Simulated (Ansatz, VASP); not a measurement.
## GdInCo4 in two plane-wave programs

Wanted: the spread between two codes on one cell, functional and k mesh. The cell is invented: Sites of the HoInCo4 structure (space group 216) filled with other elements, volume scaled by an estimate. It may not be a known or stable phase.

Program: Ansatz 0.2.0. Level of theory: plane waves, with VASP 6.6.1 beside it; relaxation of cell and atoms at PBE. Results are calculated unless marked as measured.

## 1. The starting structure

The structure is cubic, space group F-43m (No. 216). The conventional cell has a = 7.083 Å, b = 7.083 Å, c = 7.083 Å, α = 90.00°, β = 90.00°, γ = 90.00°. Nearest to Gd lie 12 Co at 2.94 Å and 4 In at 3.07 Å. Nearest to In lie 12 Co at 2.94 Å and 4 Gd at 3.07 Å. Nearest to Co lie 6 Co at 2.50 to 2.51 Å and 3 In at 2.94 Å and 3 Gd at 2.94 Å. Sites of the HoInCo4 structure (space group 216) filled with other elements, volume scaled by an estimate. Farther neighbours are not listed.

Structure file:

```cif
data_structure
_symmetry_space_group_name_H-M 'P 1'
_symmetry_Int_Tables_number 1
_cell_length_a 5.0087
_cell_length_b 5.0087
_cell_length_c 5.0087
_cell_angle_alpha 60.000
_cell_angle_beta 60.000
_cell_angle_gamma 60.000
_cell_volume 88.85
loop_
_atom_site_label
_atom_site_type_symbol
_atom_site_fract_x
_atom_site_fract_y
_atom_site_fract_z
_atom_site_occupancy
Gd1 Gd 0.25000 0.25000 0.25000 1
In2 In 0.00000 0.00000 0.00000 1
Co3 Co 0.12392 0.62536 0.62536 1
Co4 Co 0.62536 0.12392 0.62536 1
Co5 Co 0.62536 0.62536 0.12392 1
Co6 Co 0.62536 0.62536 0.62536 1
```

## 2. Ansatz: relaxation of cell and atoms, PBE

Ansatz runs on its default PAW (the set named soft_2) files.

The relaxed volume is the usual yardstick between codes: its relative difference is about their pressure difference at one cell divided by the bulk modulus.

The input, input.yaml:

```yaml
crystal:
  lattice:
    - [0.0, 3.54172, 3.54172]
    - [3.54172, 0.0, 3.54172]
    - [3.54172, 3.54172, 0.0]
  atoms:
    - { symbol: Gd, position: [0.25, 0.25, 0.25], spin: 7.0 }
    - { symbol: In, position: [0.0, 0.0, 0.0] }
    - { symbol: Co, position: [0.12392, 0.62536, 0.62536], spin: 2.0 }
    - { symbol: Co, position: [0.62536, 0.12392, 0.62536], spin: 2.0 }
    - { symbol: Co, position: [0.62536, 0.62536, 0.12392], spin: 2.0 }
    - { symbol: Co, position: [0.62536, 0.62536, 0.62536], spin: 2.0 }
hamiltonian:
  xc: pbe
  pseudopotentials: { kind: paw }
magnetization:
  spin_polarized: true
kpoints:
  mp_grid: { grid: [6, 6, 6] }
scf:
  occupations: { method: fermi_dirac, width: 0.05 }
relax:
  f_tol: 0.01
  max_steps: 60
  cell: { stress_tol: 0.05 }
output:
  forces: true
  stress: true
  write_density: true
  write_potential: true
  elf: true
  volumetric_format: npy
```

The run is started by

```sh
$ ansatz run input.yaml --threads 4 --pin off --max-ram 9216MiB --backend cpu --events-out ev --progress --plain --runs-dir out
```

Numbers of over 12 decimals in the logs are rounded to 6 here.

The program printed:

```text
Engine: ansatz 0.2.0, aarch64-unknown-linux-gnu
Pseudopotentials: kind: paw
Pseudopotential: Gd, paw, valence charge 18, recommended cutoff 420 eV (normal), Gd.paw.azcp
Pseudopotential: In, paw, valence charge 13, recommended cutoff 420 eV (normal), In.paw.azcp
Pseudopotential: Co, paw, valence charge 17, recommended cutoff 420 eV (normal), Co.paw.azcp
Functional definition: PBE
  parameter kappa = 0.804
  parameter beta = 0.066725
  exchange = pbe_x(kappa = kappa, mu = beta*pi^2/3)
  correlation = pbe_c(beta = beta)
Crystal: 6 atoms, lattice volume = 88.853 Å³
Basis set: ecut = 420 eV, 1807 PW (Γ), exchange–correlation on 72×72×72 points (8 copies of the dense FFT grid, shifted against one another)
Bands: 69, of which v1, the nominal top of the filled ones, is band 50 counted from 1 (49 counted from 0)
Symmetry: 24 space group operations
Space group: F-43m (ITA 216), of the structure as read, at distance tolerance 4.5e-5 Å
Magnetic group: BNS 216.74 (UNI 1576), of the structure as read, at distance tolerance 4.5e-5 Å
k-points: 16 of 216 (time reversal used)
Non-local potential: Gd, projectors of the file, l = 0: 3, l = 1: 2, l = 2: 2, l = 3: 3
Non-local potential: In, projectors of the file, l = 0: 2, l = 1: 2, l = 2: 2, l = 3: 2
Non-local potential: Co, projectors of the file, l = 0: 3, l = 1: 2, l = 2: 3, l = 3: 1
PAW form: soft (Blöchl's): semilocal exchange-correlation on the pseudo side does not see the compensation charge
PAW one-centre angular grid: Gd, 590 points (default); XC on 64 Gauss nodes
PAW one-centre angular grid: In, 590 points (default); XC on 64 Gauss nodes
PAW one-centre angular grid: Co, 590 points (default); XC on 64 Gauss nodes
Initial density: superposition of atomic densities (chi_scale 0.1, normalization cell, long waves kept (reshape's long-wave potential 0.00 eV rms))
Starting moments: Σ|m| = 15 μB on 5 of 6 sites
Initial wavefunctions: pseudopotential atomic-orbital guess
Functional: x = pbe(κ = 0.804, μ = 0.219515), c = pbe(β = 0.066725)
SCF iter   1: F=—  HF=-35437.396736 eV  |F-HF|=—  |Δ(HF+E_count)|=         —  Δρ=8.74e-2 (↑7.54e-2 ↓8.74e-2)  dr2=1.78e1  dr2_m=1.85e-1  M=13.738 μB ∫|m|=14.081 μB  β_m=0.30  ethr=3.10e-3  ⟨swp⟩=4.9  Hψ=7727  notcnv=0  defer=6
Mixer restart at iter 1: flushing history
preconditioner: auto → Kerker (q_TF=auto, 2.778 Å⁻¹)  [metal: Δε(μ)=0.029 eV  Ē_g=9.916 eV  σ=0.050 eV  W_gap=0.15  n_scr=26 (ndim 8)  ℏωp=31.8 eV  f_vac=0.000  D(μ)=7.93/eV (n_scr^D=112)]
spin=Collinear: Kerker preconditioning applied to the charge; magnetization (m = ρ↑ − ρ↓) channel mixes plain (no charge-response kernel on spin).
SCF iter   2: F=—  HF=-35432.346363 eV  |F-HF|=—  |Δ(HF+E_count)|=    5.05e0  Δρ=2.45e-2 (↑1.63e-2 ↓2.45e-2)  dr2=1.84e0  dr2_m=1.24e-1  M=13.592 μB ∫|m|=14.015 μB  β_m=0.33  ethr=3.10e-3  ⟨swp⟩=3.3  Hψ=4375  notcnv=0  defer=202
SCF iter   3: F=—  HF=-35432.996386 eV  |F-HF|=—  |Δ(HF+E_count)|=   6.50e-1  Δρ=2.00e-2 (↑1.26e-2 ↓2.00e-2)  dr2=1.03e0  dr2_m=8.11e-2  M=13.312 μB ∫|m|=13.837 μB  β_m=0.66  ethr=1.86e-3  ⟨swp⟩=2.0  Hψ=2884  notcnv=0  defer=208
SCF iter   4: F=—  HF=-35434.672963 eV  |F-HF|=—  |Δ(HF+E_count)|=    1.68e0  Δρ=3.63e-2 (↑1.14e-2 ↓3.63e-2)  dr2=1.82e0  dr2_m=1.64e-1  M=12.528 μB ∫|m|=13.316 μB  β_m=0.17  ethr=1.04e-3  ⟨swp⟩=2.5  Hψ=3459  notcnv=0  defer=208
SCF iter   5: F=—  HF=-35434.974617 eV  |F-HF|=—  |Δ(HF+E_count)|=   3.02e-1  Δρ=1.16e-2 (↑1.16e-2 ↓1.10e-2)  dr2=3.03e-1  dr2_m=6.85e-2  M=12.411 μB ∫|m|=13.171 μB  β_m=0.55  ethr=1.04e-3  ⟨swp⟩=2.2  Hψ=3587  notcnv=0  defer=207
SCF iter   6: F=—  HF=-35435.273936 eV  |F-HF|=—  |Δ(HF+E_count)|=   2.99e-1  Δρ=5.22e-3 (↑5.22e-3 ↓3.83e-3)  dr2=3.39e-2  dr2_m=1.33e-2  M=11.825 μB ∫|m|=12.624 μB  β_m=0.60  ethr=3.07e-4  ⟨swp⟩=3.0  Hψ=3890  notcnv=0  defer=207
SCF iter   7: F=—  HF=-35435.272329 eV  |F-HF|=—  |Δ(HF+E_count)|=         —  Δρ=6.12e-3 (↑6.12e-3 ↓2.85e-3)  dr2=7.75e-3  dr2_m=1.57e-2  M=11.550 μB ∫|m|=12.292 μB  β_m=0.60  ethr=3.42e-5  ⟨swp⟩=2.4  Hψ=3804  notcnv=0  defer=228
Mixer restart at iter 7: flushing history
SCF iter   8: F=—  HF=-35435.274619 eV  |F-HF|=—  |Δ(HF+E_count)|=   2.29e-3  Δρ=3.09e-3 (↑1.88e-3 ↓3.09e-3)  dr2=1.38e-3  dr2_m=4.66e-3  M=11.546 μB ∫|m|=12.261 μB  β_m=0.79  ethr=7.83e-6  ⟨swp⟩=2.1  Hψ=3962  notcnv=0  defer=228
SCF iter   9: F=—  HF=-35435.276148 eV  |F-HF|=—  |Δ(HF+E_count)|=   1.53e-3  Δρ=2.86e-3 (↑2.86e-3 ↓8.18e-4)  dr2=6.49e-3  dr2_m=1.01e-3  M=11.541 μB ∫|m|=12.230 μB  β_m=0.74  ethr=1.40e-6  ⟨swp⟩=2.1  Hψ=4194  notcnv=0  defer=228
SCF iter  10: F=—  HF=-35435.275043 eV  |F-HF|=—  |Δ(HF+E_count)|=   1.11e-3  Δρ=6.86e-4 (↑2.79e-4 ↓6.86e-4)  dr2=4.25e-4  dr2_m=5.45e-5  M=11.535 μB ∫|m|=12.209 μB  β_m=0.69  ethr=1.40e-6  ⟨swp⟩=2.0  Hψ=4140  notcnv=0  defer=228
SCF iter  11: F=—  HF=-35435.274974 eV  |F-HF|=—  |Δ(HF+E_count)|=   6.82e-5  Δρ=3.77e-4 (↑9.60e-5 ↓3.77e-4)  dr2=1.37e-4  dr2_m=2.19e-5  M=11.531 μB ∫|m|=12.202 μB  β_m=0.76  ethr=4.29e-7  ⟨swp⟩=2.1  Hψ=2816  notcnv=0  defer=228
SCF iter  12: F=—  HF=-35435.274956 eV  |F-HF|=—  |Δ(HF+E_count)|=   1.83e-5  Δρ=7.71e-5 (↑7.52e-5 ↓7.71e-5)  dr2=1.92e-5  dr2_m=4.26e-7  M=11.528 μB ∫|m|=12.196 μB  β_m=0.88  ethr=1.38e-7  ⟨swp⟩=2.1  Hψ=3120  notcnv=0  defer=228
[...]
SCF iter  20: F=—  HF=-35435.427242 eV  |F-HF|=—  |Δ(HF+E_count)|=   1.74e-4  Δρ=4.52e-4 (↑2.96e-4 ↓4.52e-4)  dr2=2.13e-4  dr2_m=1.09e-5  M=2.303 μB ∫|m|=13.017 μB  β_m=0.85  ethr=6.77e-7  ⟨swp⟩=2.0  Hψ=3614  notcnv=0  defer=228
SCF iter  21: F=—  HF=-35435.427310 eV  |F-HF|=—  |Δ(HF+E_count)|=   6.88e-5  Δρ=3.33e-4 (↑3.33e-4 ↓1.22e-4)  dr2=9.64e-5  dr2_m=1.20e-5  M=2.305 μB ∫|m|=13.018 μB  β_m=0.93  ethr=2.16e-7  ⟨swp⟩=1.6  Hψ=2420  notcnv=0  defer=228
SCF iter  22: F=—  HF=-35435.427306 eV  |F-HF|=—  |Δ(HF+E_count)|=   4.64e-6  Δρ=6.17e-5 (↑6.17e-5 ↓3.84e-5)  dr2=1.12e-6  dr2_m=1.87e-6  M=2.306 μB ∫|m|=13.017 μB  β_m=0.96  ethr=9.74e-8  ⟨swp⟩=2.0  Hψ=2895  notcnv=0  defer=228
SCF iter  23: F=—  HF=-35435.427306 eV  |F-HF|=—  |Δ(HF+E_count)|=   8.50e-8  Δρ=1.72e-5 (↑1.72e-5 ↓1.17e-5)  dr2=7.74e-8  dr2_m=1.60e-7  M=2.306 μB ∫|m|=13.018 μB  β_m=0.97  ethr=1.13e-9  ⟨swp⟩=2.0  Hψ=3787  notcnv=0  defer=228
SCF iter  24: F=—  HF=-35435.427306 eV  |F-HF|=—  |Δ(HF+E_count)|=  5.09e-10  Δρ=7.86e-6 (↑7.86e-6 ↓1.48e-6)  dr2=4.25e-8  dr2_m=1.34e-8  M=2.306 μB ∫|m|=13.018 μB  β_m=0.98  ethr=7.82e-11  ⟨swp⟩=2.2  Hψ=3095  notcnv=0  defer=228
SCF iter  25: F=-35435.427306 eV  HF=-35435.427306 eV  |F-HF|=4.72e-9  |Δ(HF+E_count)|=   2.74e-9  Δρ=1.43e-6 (↑1.36e-6 ↓1.43e-6)  dr2=5.54e-9  dr2_m=1.55e-10  M=2.306 μB ∫|m|=13.018 μB  ethr=4.29e-11  ⟨swp⟩=6.7  Hψ=12808  notcnv=0
SCF 1 converged in 25 iterations: F = -35435.427306 eV  dr2 = 5.54e-9
  greatest PAW one-centre occupation: 1.001 electrons in one spin orbital (limit 2), on the Co atom at site 5 (counted from 0), in its partial waves of l = 1
relax step   1: F+E_penalty+E_count = -35435.42730574 eV  Δ(F+E_penalty+E_count) = +0.000e0 eV  max|allowed force component| = 1.137e-2 eV/Å  Δτ_max = 0.0000 Å  P = +0.359 GPa  Ω = 88.853 Å³  (25 SCF iters, dr2 threshold 1.00e-7 eV, accepted)
[...]
relax step   2: F+E_penalty+E_count = -35435.42742019 eV  Δ(F+E_penalty+E_count) = -1.144e-4 eV  max|allowed force component| = 6.847e-3 eV/Å  Δτ_max = 0.0005 Å  P = -0.017 GPa  Ω = 89.111 Å³  energy of the carried Pulay correction = -1.873e-4 eV  (9 SCF iters, dr2 threshold 3.22e-7 eV, accepted)
[...]
relax step   3: F+E_penalty+E_count = -35435.42765167 eV  Δ(F+E_penalty+E_count) = -2.315e-4 eV  max|allowed force component| = 6.826e-3 eV/Å  Δτ_max = 0.0000 Å  P = -0.017 GPa  Ω = 89.111 Å³  stress off target by 1.65e-2 GPa  SCF on the basis re-selected at this cell (its energy is not comparable with the rows above)  (21 SCF iters)
basis re-selected at this cell: Δ(F+E_penalty+E_count) = -2.315e-4 eV, ΔP = +0.001 GPa vs the last step (what re-selecting the basis moved, of the pressure what is left beyond the Pulay correction that the steps carried, after the strain that the cell walked since its last selection, with what the two solves' SCF thresholds leave and, on support functions, any second-order correction that the steps lacked; it is no m [...]
SCF converged after 21 iterations
Magnetization: 2.2900 μB (50.6450 up, 48.3550 down)
Absolute magnetization: 13.0386 μB (∫|ρ↑−ρ↓|, with the PAW one-centre terms)
Spin contamination: 4.9118 ħ² per cell (⟨S²⟩ above its minimum at these occupations)
Per-site moments (μB) at R_I (Å): [(7.103418, 1.212885), (0.036700, 1.212184), (-1.337726, 1.030760), (-1.337726, 1.030760), (-1.337726, 1.030760), (-1.337726, 1.030760)]
Free energy (F): -35435.427652 eV
Harris-Foulkes:  -35435.427652 eV  (|F-HF|=7.28e-12)
Internal energy: -35435.354771 eV  (E = F + TS)
E sigma→0 (E₀):  -35435.391212 eV
Entropy (-TS):   -0.072880 eV (-12.147 meV/atom)
Fermi energy:    16.819011 eV
--- Per-component energies (eV) ---
  E_band       = -967.679536
  E_kinetic    = 2469.406644
  E_local      = -15522.118093  (includes V_loc(G=0)·N_el)
  E_nonlocal   = 2475.150259
  E_hartree    = 6578.067818
  E_xc         = -1086.932461
  E_vxc        = -1176.097046  (∫ρ·V_xc dr)
  E_paw        = -16668.833036  (= ΣΔE_a)
  E_vpaw       = -2370.157366  (= ΣTr[D̂ρ^β])
  E_aug_tail   = 0.000335  (compensation charges beyond the density's cutoff)
  E_ewald      = -13680.096238
  E_smearing   = -0.072880  (= −TS)
  E_closure    = 0.000000  (closes the sum)
  Σ components = -35435.427652   (vs F -35435.427652, Δ=0.00e0)
--- Forces (eV/Å), atoms counted from 1 ---
  atom   1  Gd    -0.00000000     0.00000000     0.00000000
  atom   2  In    -0.00000000     0.00000000     0.00000000
  atom   3  Co     0.00682594    -0.00682594    -0.00682594
  atom   4  Co    -0.00682594     0.00682594    -0.00682594
  atom   5  Co    -0.00682594    -0.00682594     0.00682594
  atom   6  Co     0.00682594     0.00682594     0.00682594
  max |Σ_I F_I| component: 7.11e-17 eV/Å
--- Stress (GPa, compression-positive) ---
       -0.016530       0.000000       0.000000
        0.000000      -0.016530       0.000000
        0.000000      -0.000000      -0.016530
  P = ⅓ Tr σ = -0.0165 GPa (-0.165 kbar)
--- Band table (eV; the first three rows and the last of 32) ---
  k-point 0 ↑: bands = [... 46 lower, 16.7191, 16.9021, 16.9021, 16.9021, 17.0034, 17.0034, 17.0034, 17.1496, ... 15 higher]
  k-point 1 ↑: bands = [... 46 lower, 16.4500, 16.4732, 16.8920, 16.9252, 16.9252, 16.9927, 16.9927, 17.5354, ... 15 higher]
  k-point 2 ↑: bands = [... 46 lower, 16.1432, 16.1432, 16.8505, 16.8505, 16.8721, 17.1354, 17.1354, 17.5446, ... 15 higher]
  k-point 15 ↓: bands = [... 46 lower, 15.7179, 15.8525, 16.4806, 17.7173, 18.1810, 18.1852, 18.1922, 18.2116, ... 15 higher]
--- Relaxed structure (2 steps of the walk, 2 accepted, 1 SCFs on fresh bases) ---
  F+E_penalty+E_count = -35435.42765167 eV   max|allowed force component| = 6.826e-3 eV/Å   (the final SCF, on the basis selected at the relaxed cell)
  cell:  # Å, volume = 89.1106 Å³
    - [0, 3.545138, 3.545138]
    - [3.545138, 0, 3.545138]
    - [3.545138, 3.545138, 0]
  atoms:
    - { symbol: Gd, position: [0.25, 0.25, 0.25] }
    - { symbol: In, position: [0, 0, 0] }
    - { symbol: Co, position: [0.123806, 0.625398, 0.625398] }
    - { symbol: Co, position: [0.625398, 0.123806, 0.625398] }
    - { symbol: Co, position: [0.625398, 0.625398, 0.123806] }
    - { symbol: Co, position: [0.625398, 0.625398, 0.625398] }
```

Run time: 42 s. Hardware: 4 threads of Arm Neoverse V1, shared host; peak memory 0.63 GiB; 2.6 min of CPU time.

(Part 1 of 2 ends here.)

[Lines on the potential files, build, host, timing and source positions are cut from VASP's logs without a mark.]

[Logs are printed without paths, hosts, clocks, repeated set-up lines and the standing remarks that a program may print on its own settings, such as how far it seeks lower states.]

[Hosts, paths, dates, database ids (printed as entryN), source tags and the programs' standing remarks are cut or masked in the printed files.]
